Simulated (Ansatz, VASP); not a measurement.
# ZnS in two plane-wave programs, part 2 of 2

Wanted: the spread between two codes on one cell, functional and k mesh. The cell is taken from a series of runs on this material, whose earlier steps may have relaxed, scaled, displaced or heated it; both programs get it as it stands.

VASP 6.6.1 and Ansatz 0.2.0.

So far: The structure; VASP: relaxation of cell and atoms, r2SCAN.

## Step 3: Ansatz: relaxation of cell and atoms, r2SCAN

Level of this step: Ansatz beside VASP: Kohn-Sham DFT, plane waves, r2SCAN (Ansatz).

Ansatz runs on its default PAW (the set named soft_2) files.

The same cell, functional, mesh and smearing now go to Ansatz, which takes its cutoff from its data sets.

File input.yaml:

```yaml
crystal:
  lattice:
    - [3.8079618786, 0.0, 0.0]
    - [-1.9039809393, 3.2977917235, 0.0]
    - [0.0, 0.0, 18.67874373]
  atoms:
    - { symbol: Zn, position: [0.33333333, 0.66666667, 0.83326482] }
    - { symbol: Zn, position: [0.66666667, 0.33333333, 0.33326482] }
    - { symbol: Zn, position: [0.66666667, 0.33333333, 0.66686373] }
    - { symbol: Zn, position: [0.33333333, 0.66666667, 0.16686373] }
    - { symbol: Zn, position: [0.0, 0.0, 0.49994121] }
    - { symbol: Zn, position: [0.0, 0.0, 0.99994121] }
    - { symbol: S, position: [0.33333333, 0.66666667, 0.95811559] }
    - { symbol: S, position: [0.66666667, 0.33333333, 0.45811559] }
    - { symbol: S, position: [0.66666667, 0.33333333, 0.79170821] }
    - { symbol: S, position: [0.33333333, 0.66666667, 0.29170821] }
    - { symbol: S, position: [0.0, 0.0, 0.62510743] }
    - { symbol: S, position: [0.0, 0.0, 0.12510743] }
kpoints:
  mp_grid: { grid: [9, 9, 2] }
hamiltonian:
  xc: r2scan
scf:
  occupations: { method: gaussian, width: 0.02 }
output:
  forces: true
  stress: true
  eigenvalues: true
relax:
  adjacent_minimum: "off"
  f_tol: 0.005
  max_steps: 60
  cell: { stress_tol: 0.03 }
```

Launch:

```
$ ansatz run input.yaml --threads 4 --pin off --max-ram 16384MiB --backend cpu --events-out ev --progress --plain --runs-dir out
```

Numbers of over 12 decimals in the logs are rounded to 6 here.

The log of the run:

```text
Engine: ansatz 0.2.0, aarch64-unknown-linux-gnu
Pseudopotentials: kind: paw
Pseudopotential: Zn, paw, valence charge 12, recommended cutoff 500 eV (meta_gga), Zn.paw.azcp
Pseudopotential: S, paw, valence charge 6, recommended cutoff 500 eV (meta_gga), S.paw.azcp
Functional definition: r2SCAN
  parameter k0 = 0.174
  parameter k1 = 0.065
  parameter a1 = 4.9479
  exchange = r2scan_x(k0 = k0, k1 = k1, a1 = a1)
  correlation = r2scan_c
Crystal: 12 atoms, lattice volume = 234.565 Å³
Basis set: ecut = 500 eV, 5895 PW (Γ), exchange–correlation on 120×120×576 points (64 copies of the dense FFT grid, shifted against one another)
Bands: 66, of which v1, the nominal top of the filled ones, is band 54 counted from 1 (53 counted from 0)
Symmetry: 12 space group operations
Space group: P63mc (ITA 186), of the structure as read, at distance tolerance 6.2e-5 Å
k-points: 24 of 162
Non-local potential: Zn, projectors of the file, l = 0: 2, l = 1: 2, l = 2: 3, l = 3: 1
Non-local potential: S, projectors of the file, l = 0: 2, l = 1: 2, l = 2: 2
PAW form: soft (Blöchl's): semilocal exchange-correlation on the pseudo side does not see the compensation charge
PAW frozen core: Zn, regenerated for the run's functional (the file was generated under x = pbe(κ = 0.804, μ = 0.219515), c = pbe(β = 0.066725))
PAW frozen core: S, regenerated for the run's functional (the file was generated under x = pbe(κ = 0.804, μ = 0.219515), c = pbe(β = 0.066725))
PAW one-centre angular grid: Zn, 590 points (default); XC on 261 of its mesh's 2673 points in the sphere
PAW one-centre angular grid: S, 302 points (default); XC on 160 Gauss nodes
Initial density: superposition of atomic densities (neutral atoms: chi_scale 0, normalization atom), corrected by the library's trained network
Initial wavefunctions: pseudopotential atomic-orbital guess
Functional: x = r2scan, c = r2scan; τ floored in thin density (d = 2e-4 eV/Å³)
SCF iter   1: F=—  HF=-25400.705926 eV  |F-HF|=—  |Δ(HF+E_count)|=         —  Δρ=1.55e-2  dr2=2.80e-1  dr2_τ=3.98e-2  ethr=1.77e-3  ⟨swp⟩=9.6  Hψ=7667  notcnv=0  defer=12
preconditioner: auto → Resta (q_TF=auto, 2.397 Å⁻¹)  ε∞=5.8  [insulator: Δε(μ)=2.717 eV  Ē_g=11.463 eV  σ=0.020 eV  W_gap=1.00  n_scr=68 (ndim 8)  ℏωp=25.2 eV  f_vac=0.029  D(μ)=0.00/eV (n_scr^D=0)  ε∞_Penn≈5.8]
SCF iter   2: F=—  HF=-25400.703926 eV  |F-HF|=—  |Δ(HF+E_count)|=   2.00e-3  Δρ=2.37e-3  dr2=8.03e-3  dr2_τ=1.63e-3  ethr=2.60e-4  ⟨swp⟩=3.0  Hψ=3239  notcnv=0  defer=118
SCF iter   3: F=—  HF=-25400.694267 eV  |F-HF|=—  |Δ(HF+E_count)|=   9.66e-3  Δρ=3.26e-3  dr2=1.17e-2  dr2_τ=8.90e-5  ethr=7.43e-6  ⟨swp⟩=2.0  Hψ=2788  notcnv=0  defer=118
SCF iter   4: F=—  HF=-25400.693321 eV  |F-HF|=—  |Δ(HF+E_count)|=   9.46e-4  Δρ=6.69e-4  dr2=5.81e-4  dr2_τ=2.53e-5  ethr=7.43e-6  ⟨swp⟩=2.7  Hψ=2699  notcnv=0  defer=118
SCF iter   5: F=—  HF=-25400.693398 eV  |F-HF|=—  |Δ(HF+E_count)|=   7.74e-5  Δρ=1.58e-4  dr2=4.90e-5  dr2_τ=1.36e-6  ethr=5.38e-7  ⟨swp⟩=2.3  Hψ=2775  notcnv=0  defer=118
SCF iter   6: F=—  HF=-25400.693282 eV  |F-HF|=—  |Δ(HF+E_count)|=   1.16e-4  Δρ=5.05e-5  dr2=4.27e-6  dr2_τ=2.16e-8  ethr=4.54e-8  ⟨swp⟩=2.0  Hψ=2762  notcnv=0  defer=118
SCF iter   7: F=—  HF=-25400.693284 eV  |F-HF|=—  |Δ(HF+E_count)|=   1.67e-6  Δρ=3.37e-5  dr2=1.56e-6  dr2_τ=1.41e-8  ethr=3.96e-9  ⟨swp⟩=2.0  Hψ=2618  notcnv=0  defer=118
SCF iter   8: F=—  HF=-25400.693283 eV  |F-HF|=—  |Δ(HF+E_count)|=   9.88e-7  Δρ=7.55e-6  dr2=1.12e-7  dr2_τ=2.10e-9  ethr=1.45e-9  ⟨swp⟩=2.0  Hψ=2616  notcnv=0  defer=118
SCF iter   9: F=-25400.693283 eV  HF=-25400.693283 eV  |F-HF|=2.15e-9  |Δ(HF+E_count)|=   4.10e-8  Δρ=1.16e-6  dr2=5.21e-9  dr2_τ=1.13e-10  ethr=9.26e-11  ⟨swp⟩=10.5  Hψ=6913  notcnv=0
SCF 1 converged in 9 iterations: F = -25400.693283 eV  dr2 = 5.21e-9
  greatest PAW one-centre occupation: 0.983 electrons in one spin orbital (limit 2), on the Zn atom at site 4 (counted from 0), in its partial waves of l = 2
relax step   1: F+E_penalty+E_count = -25400.69328266 eV  Δ(F+E_penalty+E_count) = +0.000e0 eV  max|allowed force component| = 1.152e-2 eV/Å  Δτ_max = 0.0000 Å  P = +0.094 GPa  Ω = 234.565 Å³  (9 SCF iters, dr2 threshold 1.00e-7 eV, accepted)
[...]
relax step   3: F+E_penalty+E_count = -25400.69333634 eV  Δ(F+E_penalty+E_count) = +8.603e-6 eV  max|allowed force component| = 6.827e-4 eV/Å  Δτ_max = 0.0006 Å  P = -0.001 GPa  Ω = 234.847 Å³  energy of the carried Pulay correction = -6.450e-5 eV  (6 SCF iters, dr2 threshold 3.48e-9 eV, accepted)
[...]
relax step   4: F+E_penalty+E_count = -25400.69339276 eV  Δ(F+E_penalty+E_count) = -5.642e-5 eV  max|allowed force component| = 6.795e-4 eV/Å  Δτ_max = 0.0000 Å  P = -0.001 GPa  Ω = 234.847 Å³  stress off target by 1.28e-3 GPa  SCF on the basis re-selected at this cell (its energy is not comparable with the rows above)  (6 SCF iters)
basis re-selected at this cell: Δ(F+E_penalty+E_count) = -5.642e-5 eV, ΔP = +0.000 GPa vs the last step (what re-selecting the basis moved, of the pressure what is left beyond the Pulay correction that the steps carried, after the strain that the cell walked since its last selection, with what the two solves' SCF thresholds leave and, on support functions, any second-order correction that the steps lacked; it is no m [...]
SCF converged after 6 iterations
Free energy (F): -25400.693393 eV
Harris-Foulkes:  -25400.693393 eV  (|F-HF|=1.82e-11)
Internal energy: -25400.693393 eV  (E = F + TS)
E sigma→0 (E₀):  -25400.693393 eV
Fermi energy:    6.983691 eV
--- Per-component energies (eV) ---
  E_band       = -6.975067
  E_kinetic    = 1425.396372
  E_local      = -12254.450327  (includes V_loc(G=0)·N_el)
  E_nonlocal   = 3879.664963
  E_hartree    = 5141.965054
  E_xc         = -1294.791568
  E_vxc        = -889.448077  (∫ρ·V_xc dr)
  E_paw        = -14759.486076  (= ΣΔE_a)
  E_vpaw       = -2496.071464  (= ΣTr[D̂ρ^β])
  E_aug_tail   = -0.000401  (compensation charges beyond the density's cutoff)
  E_vtau       = 44.003719  (kinetic-family band-sum trace: ∫τ·v_τ [+ j·A + Jᵃ·Aᵃ] dr)
  E_ewald      = -7537.237097
  E_core_change = -1.754313  (= ΣΔE_core)
  E_smearing   = -0.000000  (= −TS)
  E_closure    = 0.000000  (closes the sum)
  Σ components = -25400.693393   (vs F -25400.693393, Δ=0.00e0)
--- Forces (eV/Å), atoms counted from 1 ---
  atom   1  Zn    -0.00000000     0.00000000     0.00012352
  atom   2  Zn     0.00000000    -0.00000000     0.00012352
  atom   3  Zn    -0.00000000     0.00000000     0.00017454
  atom   4  Zn     0.00000000    -0.00000000     0.00017454
  atom   5  Zn     0.00000000    -0.00000000     0.00067629
  atom   6  Zn    -0.00000000     0.00000000     0.00067629
  atom   7  S      0.00000000    -0.00000000    -0.00048079
  atom   8  S     -0.00000000     0.00000000    -0.00048079
  atom   9  S      0.00000000    -0.00000000    -0.00014796
  atom  10  S      0.00000000     0.00000000    -0.00014796
  atom  11  S     -0.00000000    -0.00000000    -0.00036495
  atom  12  S     -0.00000000     0.00000000    -0.00036495
  max |Σ_I F_I| component: 3.87e-5 eV/Å
--- Stress (GPa, compression-positive) ---
       -0.000281       0.000000       0.000000
       -0.000000      -0.000281       0.000000
        0.000000       0.000000      -0.001279
  P = ⅓ Tr σ = -0.0006 GPa (-0.006 kbar)
--- Band table (eV; the first three rows and the last of 24) ---
  k-point 0: bands = [... 50 lower, 5.3734, 5.5908, 5.6198, 5.6198, 8.3475, 9.3519, 9.4065, 9.4808, ... 8 higher]
  k-point 1: bands = [... 50 lower, 5.5501, 5.5501, 5.5501, 5.5501, 8.7988, 8.7988, 9.4076, 9.4076, ... 8 higher]
  k-point 2: bands = [... 50 lower, 5.2305, 5.2392, 5.4850, 5.5143, 8.9825, 9.8547, 9.9516, 9.9976, ... 8 higher]
  k-point 23: bands = [... 50 lower, 3.8630, 3.8630, 4.0112, 4.0112, 10.6562, 10.6562, 10.7835, 10.7835, ... 8 higher]
--- Relaxed structure (3 steps of the walk, 3 accepted, 1 SCFs on fresh bases) ---
  F+E_penalty+E_count = -25400.69339276 eV   max|allowed force component| = 6.795e-4 eV/Å   (the final SCF, on the basis selected at the relaxed cell)
  cell:  # Å, volume = 234.8471 Å³
    - [3.809049, 0, 0]
    - [-1.904525, 3.298733, 0]
    - [0, 3.166528998105784e-19, 18.690524]
  atoms:
    - { symbol: Zn, position: [0.333333, 0.666667, 0.833277] }
    - { symbol: Zn, position: [0.666667, 0.333333, 0.333277] }
    - { symbol: Zn, position: [0.666667, 0.333333, 0.666817] }
    - { symbol: Zn, position: [0.333333, 0.666667, 0.166817] }
    - { symbol: Zn, position: [0, 0, 0.500030] }
    - { symbol: Zn, position: [0, 0, 1.000030] }
    - { symbol: S, position: [0.333333, 0.666667, 0.958129] }
    - { symbol: S, position: [0.666667, 0.333333, 0.458129] }
    - { symbol: S, position: [0.666667, 0.333333, 0.791643] }
    - { symbol: S, position: [0.333333, 0.666667, 0.291643] }
    - { symbol: S, position: [0, 0, 0.625106] }
    - { symbol: S, position: [0, 0, 0.125106] }
```

## Step 4: Differences

Known differences besides the potentials themselves: VASP keeps PBE cores, Ansatz makes them for the functional; the cutoff is 500 eV in Ansatz and 550 eV in VASP; Ansatz adds a Pulay correction to the stress that steers its cell, VASP none. Total energies have different zeros and are not compared.

Compared:

```csv
quantity,Ansatz,VASP,difference
volume (Å³),234.85,235.01,-0.07 %
"edge a after relaxation, in the typed setting (Å)",3.809,3.810,-0.04 %
"edge c after relaxation, in the typed setting (Å)",18.691,18.691,+0.00 %
```

## Step 5: Outcome

```yaml
difference_in_volume_relaxation_of_cell_and_atoms_r2scan: -0.069 %
```

The difference in volume is -0.069 % (relaxation of cell and atoms, r2SCAN), within the 1.2 % picked in this series as the mark of a large difference, as far as the stopping tolerances let one tell. Such differences can come from data sets, numerical settings and the points named under the comparisons, not from the functional's error against experiment.

[Lines on the potential files, build, host, timing and source positions are cut from VASP's logs without a mark.]

[Logs are printed without paths, hosts, clocks, repeated set-up lines and the standing remarks that a program may print on its own settings, such as how far it seeks lower states.]

[Hosts, paths, dates, database ids (printed as entryN), source tags and the programs' standing remarks are cut or masked in the printed files.]
